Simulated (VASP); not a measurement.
FCClBrH, in a box:

```xyz
5
Lattice="12.0000 0.0000 0.0000 0.0000 12.0000 0.0000 0.0000 0.0000 12.0000" Properties=species:S:1:pos:R:3 pbc="T T T"
F     5.5129    6.1546    7.2754
C     6.0314    6.0915    6.0424
Cl    7.3779    4.9694    6.0215
Br    4.6481    5.5767    4.7927
H     6.3886    7.0726    5.7401
```

Program: VASP 6.6.1. Alike in all runs: task single point; no spin polarisation; cell as given; k mesh 1 × 1 × 1; smearing gaussian 0.01 eV.

Order these runs on this cell by their band gap on the k mesh, lowest first.
A. level HSE06+D3(BJ); potentials or basis VASP PAW PBE potentials, release 64 (F, C, Cl, Br, H); cutoff (eV) 520; grid for exact exchange (PRECFOCK) Normal; screening parameter 0.2 1/A
B. level BLYP+D3(BJ); potentials or basis VASP PAW PBE potentials, release 64 (F_s, C_s, Cl, Br, H_s); cutoff (eV) 400
C. level B3LYP+D4; potentials or basis VASP PAW PBE potentials, release 64 (F, C, Cl, Br, H); cutoff (eV) 520; grid for exact exchange (PRECFOCK) Fast; exchange at q = 0 default

B (5.09 eV), A (6.74 eV), C (6.96 eV).

Runs at the PBE level aren't shown here.
